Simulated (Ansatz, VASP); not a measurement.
**Two plane-wave programs on CrCo**

```
Cr Co
1.0
     0.00000    2.31520    2.31520
     2.31520    0.00000    2.31520
     2.31520    2.31520    0.00000
Cr Co
1 1
Cartesian
  2.3152 2.3152 2.3152
  0.0000 0.0000 0.0000
```

Change from the starting cell: species swapped into the AlN type (Fm-3m, No. 225).

Alike in both runs: functional PBE; k mesh 8 × 8 × 8; occupations gaussian, width 0.1 eV; collinear spin.

Ansatz relaxed the structure, and its values are those at the end. VASP's run is a single point on that final structure, the one shown.

```csv
,VASP,Ansatz
version,VASP 6.6.1,Ansatz 0.2.0
potentials or method,"VASP PAW PBE potentials, release 64 (Cr_pv, Co)","scalar-relativistic, plane waves, PAW"
plane-wave cutoff (eV),520,420
valence electrons in the cell,21,31
```

|  | VASP | Ansatz | Ansatz less VASP |
| --- | --- | --- | --- |
| gap on the k mesh at the Fermi level (eV) | none | none | - |
| pressure (GPa) | -0.2 | 0.2 | +0.44 |
| net moment per atom (μB) | 0.45 | 0.45 | -0.004 |
| size of the moment on the site where the two differ most (μB) | 1.02 | 0.93 | -0.090 |

Site moments also hang on the region over which each program counts them. A gap of «none» marks a metal or a gap that the smearing closes. The two sets of potentials don't hold the same shells in valence. Ansatz warned: «seeded_moment_not_kept».
